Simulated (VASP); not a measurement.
The input files of a VASP run:

File POSCAR:
```
Ag2O
1
    4.5450677426     0.0000000000     0.0000000000
    0.0000000000     4.5450677426     0.0000000000
    0.0000000000     0.0000000000     4.5450677426
Ag O
4 2
Direct
  0.7500000000   0.2500000000   0.7500000000
  0.2500000000   0.7500000000   0.7500000000
  0.7500000000   0.7500000000   0.2500000000
  0.2500000000   0.2500000000   0.2500000000
  0.0000000000   0.0000000000   0.0000000000
  0.5000000000   0.5000000000   0.5000000000
```

INCAR:
```
SYSTEM = Ag2O
PREC = Accurate; ENCUT = 520; LREAL = .FALSE.
LASPH = .TRUE.
EDIFF = 1E-7; NELM = 100; ALGO = Normal
LMAXMIX = 4
ISMEAR = 0; SIGMA = 0.05
ISIF = 2
LWAVE = .FALSE.; LCHARG = .FALSE.
```

KPOINTS:
```
Automatic
0
G
5 5 5
0 0 0
```

POTCAR, in this order: Ag O (LDA.64 set). Program: vasp_std.

Task: Translate this LDA calculation to Quantum ESPRESSO's pw.x.

Result: One equivalent input (not run):
```
&CONTROL
  calculation = 'scf'
  pseudo_dir = './pseudo'
  outdir = './out'
  tprnfor = .true.
  tstress = .true.
/
&SYSTEM
  ibrav = 0
  nat = 6
  ntyp = 2
  ecutwfc = 86
  occupations = 'smearing'
  smearing = 'gaussian'
  degauss = 0.003675
  input_dft = 'pz'
/
&ELECTRONS
  conv_thr = 7.3e-09
  electron_maxstep = 100
/
ATOMIC_SPECIES
  Ag 107.868 Ag.upf
  O 15.999 O.upf
CELL_PARAMETERS angstrom
     4.5450677    0.0000000    0.0000000
     0.0000000    4.5450677    0.0000000
     0.0000000    0.0000000    4.5450677
ATOMIC_POSITIONS crystal
  Ag   0.7500000  0.2500000  0.7500000
  Ag   0.2500000  0.7500000  0.7500000
  Ag   0.7500000  0.7500000  0.2500000
  Ag   0.2500000  0.2500000  0.2500000
  O    0.0000000  0.0000000  0.0000000
  O    0.5000000  0.5000000  0.5000000
K_POINTS automatic
  5 5 5 0 0 0
```
The two are equivalent in intent, not identical: the potentials are each code's own (VASP's PAW set, PseudoDojo norm-conserving files in pw.x), so ENCUT and ecutwfc are chosen apart and not converted; conv_thr bounds pw.x's estimated SCF error, while EDIFF bounds the energy change between steps.

The compound is Ag2O in the cuprite structure. This cell is one point of a volume scan, at 0.94 of the reference volume.
